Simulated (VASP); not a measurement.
Computed with PBEsol GGA, VASP's PBE PAW potentials (set 64) (plane waves; VASP 6.6.1). For the first row: Numerical set-up: 400 eV cut-off, 8×8×8 Γ-centred mesh, tetrahedra with Blöchl corrections, potentials Sb Au.

| system | energy (eV/atom) |
|---|---|
| SbAu3 (space group Pm-3m) | -4.0281 |
| Sb (a7) | -4.5604 |
| Au (fcc) | -3.9238 |

The references are the elements' solids at the same level; no temperature or zero-point terms are added.    Spin-orbit coupling is left out, which shifts such energies by up to tenths of an eV for the heavy elements here.

Question: What is the formation energy per atom of SbAu₃?

Answer: The references average (1×(-4.5604) + 3×(-3.9238))/4 = -4.0830 eV, so the formation energy is -4.0281 − (-4.0830) = 0.055 eV/atom.
